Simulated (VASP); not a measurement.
An input for Ansatz (written as the equivalent of a VASP run, and not itself run):

Ansatz 0.2 input:
```yaml
crystal:
  lattice:
    - [0.0000000, 2.3172620, 2.3172620]
    - [2.3636073, 0.0000000, 2.3172620]
    - [2.3636073, 2.3172620, 0.0000000]
  atoms:
    - { symbol: Hf, position: [0.0000000, 0.0000000, 0.0000000] }
    - { symbol: C, position: [0.5000000, 0.5000000, 0.5000000] }
kpoints:
  mp_grid: { grid: [12, 12, 12] }
hamiltonian:
  xc: r2scan
  pseudopotentials: { kind: paw }
scf:
  occupations: { method: methfessel_paxton, width: 0.1 }
  max_iter: 100
output: { forces: true, stress: true, eigenvalues: true }
```

Question: Translate this input to VASP (INCAR, KPOINTS, POSCAR, choice of POTCAR).

Answer: This is not unique; one that fits is 
INCAR:
```
ALGO = Normal
EDIFF = 1E-7
ENCUT = 600
ISIF = 2
ISMEAR = 1
LASPH = .True.
LCHARG = .False.
LMAXMIX = 6
LMIXTAU = .True.
LREAL = .False.
LWAVE = .False.
METAGGA = R2SCAN
NELM = 100
PREC = Accurate
SIGMA = 0.1
SYSTEM = HfC
```

KPOINTS:
```
Automatic
0
gamma
  12 12 12
```

POSCAR:
```
HfC
3.2771030
  0.0000000000   0.7071068614   0.7071068614
  0.7212489987   0.0000000000   0.7071068614
  0.7212489987   0.7071068614   0.0000000000
Hf C
1 1
direct
  0.0000000000   0.0000000000   0.0000000000
  0.5000000000   0.5000000000   0.5000000000
```

POTCAR, in this order: Hf_pv C (PBE.64 set). Program: vasp_std.

The two are equivalent in intent, not identical: each code has its own PAW files, so the cut-off isn't converted (ENCUT is set for VASP's; basis.ecutwfc is left out, and Ansatz then takes the one that its files recommend); Ansatz stops its SCF on the density residual and VASP on the energy change (EDIFF).

The compound is HfC in the rock salt structure. This cell was strained or had an atom moved on purpose.
